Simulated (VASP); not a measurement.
Level of theory: PBE GGA, VASP's PBE PAW potentials (set 64) (plane waves; VASP).

The input files of a VASP run:

POSCAR:
```
LiCl
3.6345290
  0.0000000000   0.7071067530   0.7071067530
  0.7071067530   0.0000000000   0.7071067530
  0.7071067530   0.7071067530   0.0000000000
Li Cl
1 1
Cartesian
  0.0000000000   0.0000000000   0.0000000000
  0.7071067530   0.7071067530   0.7071067530
```

KPOINTS:
```
kpoints
0
Gamma
8 8 8
```

### INCAR
```
ALGO=Normal
EDIFF=1E-7
ENCUT=650
GGA=PE
IBRION=6
ISIF=3
ISMEAR=0
LASPH=.TRUE.
LCHARG=.FALSE.
LREAL=.FALSE.
LWAVE=.FALSE.
NELM=100
NFREE=2
NSW=1
POTIM=0.015
PREC=Accurate
SIGMA=0.05
SYSTEM=LiCl
```

POTCAR, in this order: Li_sv Cl (PBE.64 set). Program: vasp_std.

Output of the run:

### OUTCAR
```


   1 f  =    5.151257 THz    32.366301 2PiTHz  171.827433 cm-1    21.303877 meV

   2 f  =    5.151257 THz    32.366301 2PiTHz  171.827433 cm-1    21.303877 meV

   3 f  =    5.151257 THz    32.366301 2PiTHz  171.827433 cm-1    21.303877 meV

   4 f/i=    0.021498 THz     0.135075 2PiTHz    0.717089 cm-1     0.088908 meV

   5 f/i=    0.021498 THz     0.135075 2PiTHz    0.717089 cm-1     0.088908 meV

   6 f/i=    0.021498 THz     0.135075 2PiTHz    0.717089 cm-1     0.088908 meV

 ELASTIC MODULI CONTR FROM IONIC RELAXATION (kBar)
 Direction    XX          YY          ZZ          XY          YZ          ZX
 --------------------------------------------------------------------------------
 XX           0.0000      0.0000      0.0000      0.0000      0.0000      0.0000
 YY           0.0000      0.0000      0.0000      0.0000      0.0000      0.0000
 ZZ           0.0000      0.0000      0.0000      0.0000      0.0000      0.0000
 XY           0.0000      0.0000      0.0000      0.0000      0.0000      0.0000
 YZ           0.0000      0.0000      0.0000      0.0000      0.0000      0.0000
 ZX           0.0000      0.0000      0.0000      0.0000      0.0000      0.0000
 --------------------------------------------------------------------------------

 TOTAL ELASTIC MODULI (kBar)
 Direction    XX          YY          ZZ          XY          YZ          ZX
 --------------------------------------------------------------------------------
 XX         532.2707    217.3326    217.3326     -0.0000      0.0000      0.0000
 YY         217.3326    532.2707    217.3326     -0.0000      0.0000      0.0000
 ZZ         217.3326    217.3326    532.2707      0.0000     -0.0000     -0.0000
 XY          -0.0000     -0.0000      0.0000    253.1782      0.0000      0.0000
 YZ           0.0000      0.0000     -0.0000      0.0000    253.1782      0.0000
 ZX           0.0000      0.0000     -0.0000      0.0000      0.0000    253.1782
 --------------------------------------------------------------------------------
```
(Selected blocks of OUTCAR.)

The compound is LiCl in the rock salt structure. The cell was not relaxed at this level.
